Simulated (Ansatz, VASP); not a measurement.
# InH in two plane-wave programs, part 2 of 2

Wanted: the spread between two codes on one cell, functional and k mesh. The cell is generated by rule, not measured, and may not be a known phase. Of the first pair: The cell is taken from a series of runs on this material, whose earlier steps may have relaxed, scaled, displaced or heated it; both programs get it as it stands.

VASP 6.6.1 and Ansatz 0.2.0.

So far: Starting point; Ansatz: relaxation of cell and atoms, PBE, pair 1; VASP: relaxation of cell and atoms, PBE, pair 1.

## (4) Differences

Known differences besides the potentials themselves: the cutoff is 420 eV in Ansatz and 500 eV in VASP; Ansatz adds a Pulay correction to the stress that steers its cell, VASP none. Total energies have different zeros and are not compared.

Both answers:

| quantity | Ansatz | VASP | difference |
| --- | --- | --- | --- |
| volume (Å³) | 72.60 | 72.41 | +0.26 % |
| edge a after relaxation, in the typed setting (Å) | 3.772 | 3.769 | +0.09 % |
| edge c after relaxation, in the typed setting (Å) | 5.891 | 5.886 | +0.08 % |

## (5) VASP: relaxation of cell and atoms, PBE, pair 2

The relaxed volume is the usual yardstick between codes: in a stiff, nearly cubic crystal its relative difference is about their pressure difference at one cell divided by the bulk modulus. This pair takes another cell of the material, with 8 atoms against 4 for the pair before.

INCAR

```
SYSTEM = InH
PREC = Accurate
ENCUT = 500
EDIFF = 1E-07
NELM = 120
ISMEAR = 1
SIGMA = 0.15
LREAL = .FALSE.
ALGO = Normal
GGA = PE
NBANDS = 36
LORBIT = 11
LWAVE = .FALSE.
LCHARG = .FALSE.
ISIF = 3
IBRION = 2
NSW = 80
EDIFFG = -0.005
LASPH = .TRUE.
GGA_COMPAT = .FALSE.
NELMIN = 4
KPAR = 2
```

POSCAR

```
InH
1.0
    5.5732870000      0.0000000000      0.0000000000
    0.0000000000      4.0827540000      0.0000000000
    0.0000000000      0.0000000000      6.0371410000
In H
4 4
Direct
    0.7499999551      0.5000000000      0.7959247597
    0.7499999551      0.0000000000      0.3467797091
    0.2500000449      0.0000000000      0.6532202909
    0.2500000449      0.5000000000      0.2040754059
    0.7499999551      0.0000000000      0.8305898438
    0.7499999551      0.5000000000      0.1266135742
    0.2500000449      0.5000000000      0.8733864258
    0.2500000449      0.0000000000      0.1694101562
```

KPOINTS

```
Automatic mesh
0
Gamma
6 8 6
0 0 0
```

The projector-augmented-wave data sets are In_d and H (PBE family, release 64).

Started as:

```sh
mpirun -np 2 vasp_std
```

Numbers of over 12 decimals in the logs are rounded to 6 here.

The log of the run:

```text
[banner, memory and clock lines left out]
running    2 mpi-ranks, on    1 nodes
[...]
LDA part: xc-table for (Slater+PW92), standard interpolation
 POSCAR, INCAR and KPOINTS ok, starting setup
[...]
entering main loop
       N       E                     dE             d eps       ncg     rms          rms(c)
DAV:   1     0.521857167334E+03    0.52186E+03   -0.26252E+04  5760   0.195E+03
DAV:   2     0.344080908042E+02   -0.48745E+03   -0.47909E+03  5768   0.466E+02
DAV:   3    -0.194546269919E+02   -0.53863E+02   -0.53016E+02  6660   0.180E+02
DAV:   4    -0.218389039198E+02   -0.23843E+01   -0.23775E+01  6776   0.410E+01
[...]
DAV:  13    -0.207135216627E+02   -0.11251E-05   -0.15106E-05  7040   0.243E-02    0.143E-02
DAV:  14    -0.207135230407E+02   -0.13780E-05   -0.33037E-06  6952   0.195E-02    0.144E-02
DAV:  15    -0.207135231366E+02   -0.95894E-07   -0.81979E-07  5296   0.727E-03
   1 F= -.20713523E+02 E0= -.20713978E+02  d E =-.207135E+02
[... from here on, the cycles between the ionic steps are left out ...]
   2 F= -.20713600E+02 E0= -.20714043E+02  d E =-.767130E-04
   3 F= -.20713610E+02 E0= -.20714048E+02  d E =-.869768E-04
   4 F= -.20713610E+02 E0= -.20714046E+02  d E =-.873542E-04
   5 F= -.20713626E+02 E0= -.20714069E+02  d E =-.158329E-04
   6 F= -.20713618E+02 E0= -.20714076E+02  d E =-.776287E-05
[...]
reached required accuracy - stopping structural energy minimisation
```

Parts of OUTCAR (step 5):

```text
  Total        0.0060536      0.0035019     -0.0115745      0.0000000      0.0000000      0.0000000
  in kB        0.0708240      0.0409705     -0.1354145      0.0000000      0.0000000      0.0000000
  external PRESSURE =      -0.0078733 kB  Pullay stress =       0.0000000 kB

 POSITION                                       TOTAL-FORCE (eV/Angst)
 -----------------------------------------------------------------------------------
      4.17214      2.04055      4.79937         0.000000      0.000000      0.000545
      4.17214      4.08109      2.09204         0.000000      0.000000     -0.003029
      1.39071      4.08109      3.94012        -0.000000      0.000000      0.003029
      1.39071      2.04055      1.23279        -0.000000      0.000000     -0.000545
      4.17214      4.08109      5.01082         0.000000      0.000000      0.002957
      4.17214      2.04055      0.76473         0.000000     -0.000000     -0.000422
      1.39071      2.04055      5.26743         0.000000      0.000000      0.000422
      1.39071      0.00000      1.02134        -0.000000     -0.000000     -0.002957
 -----------------------------------------------------------------------------------
    total drift:                               -0.000476      0.000000     -0.000175

  FREE ENERGIE OF THE ION-ELECTRON SYSTEM (eV)
  ---------------------------------------------------
  free  energy   TOTEN  =       -20.7136182537 eV

  energy  without entropy=      -20.7149914715  energy(sigma->0) =      -20.71407599

[... 1 part as in an earlier step ...]

[... 3 further parts left out ...]
[key lines of the parts left out:]
E-fermi :   5.4562
```

The run keeps the 8 symmetry operations of its start, so it cannot find a distortion of lower symmetry.

## (6) Ansatz: relaxation of cell and atoms, PBE, pair 2

The same cell, functional, mesh and smearing now go to Ansatz, which takes its cutoff from its data sets.

The cell is taken from a series of runs on this material, whose earlier steps may have relaxed, scaled, displaced or heated it; both programs get it as it stands.

input.yaml

```yaml
crystal:
  lattice:
    - [5.5732869969, 0.0, 0.0]
    - [0.0, 4.0827535675, 0.0]
    - [0.0, 0.0, 6.0371411969]
  atoms:
    - { symbol: In, position: [0.75, 0.5, 0.795924665] }
    - { symbol: In, position: [0.75, 0.0, 0.3467796658] }
    - { symbol: In, position: [0.25, 0.0, 0.6532203342] }
    - { symbol: In, position: [0.25, 0.5, 0.204075335] }
    - { symbol: H, position: [0.75, 0.0, 0.8305898166] }
    - { symbol: H, position: [0.75, 0.5, 0.1266135806] }
    - { symbol: H, position: [0.25, 0.5, 0.8733864194] }
    - { symbol: H, position: [0.25, 0.0, 0.1694101834] }
kpoints:
  mp_grid: { grid: [6, 8, 6] }
hamiltonian:
  xc: pbe
scf:
  occupations: { method: methfessel_paxton, width: 0.15 }
output:
  forces: true
  stress: true
  eigenvalues: true
relax:
  adjacent_minimum: "off"
  f_tol: 0.001
  max_steps: 60
  cell: { stress_tol: 0.01 }
```

Started as:

```sh
ansatz run input.yaml --threads 4 --pin off --max-ram 7168MiB --backend cpu --events-out ev --progress --plain --runs-dir out
```

The log of the run:

```text
[...]
Crystal: 8 atoms, lattice volume = 137.371 Å³
Basis set: ecut = 420 eV, 2683 PW (Γ), exchange–correlation on 80×60×90 points (8 copies of the dense FFT grid, shifted against one another)
Bands: 36, of which v1, the nominal top of the filled ones, is band 28 counted from 1 (27 counted from 0)
Symmetry: 8 space group operations
[...]
k-points: 80 of 288
[...]
- [0.0, 0.0, 6.0371411969]
  atoms:
    - { symbol: In, position: [0.750000, 0.5, 0.795924665] }
    - { symbol: In, position: [0.750000, 0.0, 0.3467796658] }
    - { symbol: In, position: [0.25, 0.0, 0.6532203342] }
    - { symbol: In, position: [0.25, 0.5, 0.204075335] }
    - { symbol: H, position: [0.750000, 0.0, 0.830590] }
    - { symbol: H, position: [0.750000, 0.5, 0.1266135806] }
    - { symbol: H, position: [0.25, 0.5, 0.873386] }
    - { symbol: H, position: [0.25, 0.0, 0.1694101834] }
[key lines of the parts left out:]
SCF converged after 6 iterations
Free energy (F): -22451.803227 eV
Fermi energy:    7.587078 eV
P = ⅓ Tr σ = -0.0028 GPa (-0.028 kbar)
```

## (7) Differences

The two programs side by side:

| quantity | Ansatz | VASP | difference |
| --- | --- | --- | --- |
| volume (Å³) | 137.37 | 136.94 | +0.31 % |
| edge a after relaxation, in the typed setting (Å) | 5.573 | 5.563 | +0.19 % |
| edge b after relaxation, in the typed setting (Å) | 4.083 | 4.081 | +0.04 % |
| edge c after relaxation, in the typed setting (Å) | 6.037 | 6.032 | +0.08 % |

## (8) VASP: relaxation of cell and atoms, PBE, pair 3

The relaxed volume is the usual yardstick between codes: in a stiff, nearly cubic crystal its relative difference is about their pressure difference at one cell divided by the bulk modulus. Its start cell is another than that of the pair before, and may be another structure of the material.

INCAR is that of step 5.

POSCAR

```
InH
1.0
   -4.0798150286     -0.0000031835      0.0000000000
    0.0000000000      0.0000000000     -5.5659875571
    0.0000036026     -6.0303372577      0.0000000000
In H
4 4
Direct
    0.5000000444      0.7500000000      0.2047585734
    0.9999999114      0.7500000000      0.6550035083
    0.0000000886      0.2500000000      0.3449963387
    0.4999999556      0.2500000000      0.7952412736
    0.0000000366      0.7500000000      0.1679247326
    0.5000000077      0.7500000000      0.8730185104
    0.4999999923      0.2500000000      0.1269813366
    0.9999999634      0.2500000000      0.8320751143
```

KPOINTS

```
Automatic mesh
0
Gamma
8 6 6
0 0 0
```

Started as:

```sh
mpirun -np 2 vasp_std
```

The log of the run:

```text
[... set-up lines as in an earlier step ...]
 entering main loop
       N       E                     dE             d eps       ncg     rms          rms(c)
DAV:   1     0.523763210530E+03    0.52376E+03   -0.26206E+04  5760   0.196E+03
DAV:   2     0.349825476216E+02   -0.48878E+03   -0.48075E+03  5760   0.468E+02
DAV:   3    -0.193433262204E+02   -0.54326E+02   -0.53343E+02  6620   0.179E+02
DAV:   4    -0.218348349894E+02   -0.24915E+01   -0.24830E+01  6736   0.414E+01
[...]
DAV:  15    -0.207133492061E+02   -0.11090E-06   -0.72180E-07  5100   0.794E-03    0.541E-03
DAV:  16    -0.207133490401E+02    0.16604E-06   -0.47072E-07  5356   0.420E-03    0.143E-03
DAV:  17    -0.207133490077E+02    0.32433E-07   -0.56748E-08  3240   0.388E-03
   1 F= -.20713349E+02 E0= -.20713776E+02  d E =-.207133E+02
[...]
2 F= -.20713384E+02 E0= -.20713814E+02  d E =-.350872E-04
[...]
3 F= -.20713432E+02 E0= -.20713867E+02  d E =-.828719E-04
[...]
4 F= -.20713446E+02 E0= -.20713891E+02  d E =-.141160E-04
 trial-energy change:   -0.000014  1 .order   -0.000012   -0.000018   -0.000006
 step:   1.9409(harm=  2.3405)  dis= 0.00073  next Energy=   -20.713447 (dE=-0.148E-04)
 reached required accuracy - stopping structural energy minimisation
```

From OUTCAR (step 8):

```text
  Total        0.0003267     -0.0048641      0.0006857      0.0000000     -0.0000000      0.0000000
  in kB        0.0038287     -0.0569996      0.0080352      0.0000000     -0.0000000      0.0000000
  external PRESSURE =      -0.0150453 kB  Pullay stress =       0.0000000 kB

 POSITION                                       TOTAL-FORCE (eV/Angst)
 -----------------------------------------------------------------------------------
     -2.04183     -1.23431     -4.17041         0.000000     -0.002951     -0.000000
     -4.08366     -3.94299     -4.17041         0.000000     -0.001570     -0.000000
      0.00000     -2.07810     -1.39014        -0.000000      0.001570      0.000000
     -2.04183     -4.78678     -1.39014        -0.000000      0.002951      0.000000
      0.00000     -1.01112     -4.17041        -0.000000      0.001362      0.000000
     -2.04183     -5.25624     -4.17041        -0.000000      0.002701      0.000000
     -2.04183     -0.76485     -1.39014         0.000000     -0.002701     -0.000000
     -4.08366     -5.00998     -1.39014         0.000000     -0.001362     -0.000000
 -----------------------------------------------------------------------------------
    total drift:                               -0.000252     -0.000733     -0.000122

  FREE ENERGIE OF THE ION-ELECTRON SYSTEM (eV)
  ---------------------------------------------------
  free  energy   TOTEN  =       -20.7134459955 eV

  energy  without entropy=      -20.7147799934  energy(sigma->0) =      -20.71389066

[... 2 parts as in an earlier step ...]

[... 2 further parts left out ...]
[key lines of the parts left out:]
E-fermi :   5.4647
```

## (9) Ansatz: relaxation of cell and atoms, PBE, pair 3

Its own start cell and the same functional, mesh and smearing now go to Ansatz, which takes its cutoff from its data sets.

The two relaxations start from unlike cells of this crystal (the structure described is Ansatz's start), so only their ends are compared.

input.yaml

```yaml
crystal:
  lattice:
    - [-3.7721968407, -2.531e-06, 0.0]
    - [0.0, 0.0, -5.8913884265]
    - [4.3838e-06, -6.5336365842, 0.0]
  atoms:
    - { symbol: In, position: [0.5, 0.75, 0.1668568811] }
    - { symbol: In, position: [1.0, 0.75, 0.6664764523] }
    - { symbol: In, position: [0.0, 0.25, 0.3335235477] }
    - { symbol: In, position: [0.5, 0.25, 0.8331431189] }
    - { symbol: H, position: [0.0, 0.75, 0.2843560148] }
    - { symbol: H, position: [0.5, 0.75, 0.8823106518] }
    - { symbol: H, position: [0.5, 0.25, 0.1176893482] }
    - { symbol: H, position: [1.0, 0.25, 0.7156439852] }
kpoints:
  mp_grid: { grid: [8, 6, 6] }
hamiltonian:
  xc: pbe
scf:
  occupations: { method: methfessel_paxton, width: 0.15 }
output:
  forces: true
  stress: true
  eigenvalues: true
relax:
  adjacent_minimum: "off"
  f_tol: 0.002
  max_steps: 120
  cell: { stress_tol: 0.03 }
```

Started as:

```sh
ansatz run input.yaml --threads 4 --pin off --max-ram 7168MiB --backend cpu --events-out ev --progress --plain --runs-dir out
```

The log of the run:

```text
[...]
Crystal: 8 atoms, lattice volume = 145.200 Å³
Basis set: ecut = 420 eV, 2835 PW (Γ), exchange–correlation on 54×80×90 points (8 copies of the dense FFT grid, shifted against one another)
Bands: 36, of which v1, the nominal top of the filled ones, is band 28 counted from 1 (27 counted from 0)
Symmetry: 8 space group operations
[...]
k-points: 80 of 288
[...]
- { symbol: In, position: [0.500000, 0.750000, 0.204075] }
    - { symbol: In, position: [1.000000, 0.750000, 0.653220] }
    - { symbol: In, position: [4.1218740795762385e-19, 0.250000, 0.346780] }
    - { symbol: In, position: [0.5, 0.250000, 0.795925] }
    - { symbol: H, position: [-3.574876084107173e-18, 0.750000, 0.169410] }
    - { symbol: H, position: [0.500000, 0.750000, 0.873386] }
    - { symbol: H, position: [0.5, 0.250000, 0.126614] }
    - { symbol: H, position: [1.0, 0.250000, 0.830590] }
[key lines of the parts left out:]
SCF converged after 5 iterations
Free energy (F): -22451.803227 eV
Fermi energy:    7.587079 eV
P = ⅓ Tr σ = -0.0028 GPa (-0.028 kbar)
```

## (10) Side by side

Compared:

| quantity | Ansatz | VASP | difference |
| --- | --- | --- | --- |
| volume (Å³) | 137.37 | 136.72 | +0.47 % |
| edge a after relaxation, in the typed setting (Å) | 4.083 | 4.084 | -0.02 % |
| edge b after relaxation, in the typed setting (Å) | 5.573 | 5.561 | +0.23 % |
| edge c after relaxation, in the typed setting (Å) | 6.037 | 6.021 | +0.27 % |

## (11) Outcome

| Item | Value |
| --- | --- |
| difference in volume (relaxation of cell and atoms, PBE, pair 1) | 0.26 % |
| difference in volume (relaxation of cell and atoms, PBE, pair 2) | 0.31 % |
| difference in volume (relaxation of cell and atoms, PBE, pair 3) | 0.47 % |

What this shows: The difference in volume is 0.47 % (relaxation of cell and atoms, PBE, pair 3), within the 1.2 % picked in this series as the mark of a large difference, as far as the stopping tolerances let one tell. 3 further runs of this series are not shown here. How closely two codes agree says nothing of how well the functional describes the real material.

[Lines on the potential files, build, host, timing and source positions are cut from VASP's logs without a mark.]

[Logs are printed without paths, hosts, clocks, repeated set-up lines and the standing remarks that a program may print on its own settings, such as how far it seeks lower states.]

[Hosts, paths, dates, database ids (printed as entryN), source tags and the programs' standing remarks are cut or masked in the printed files.]
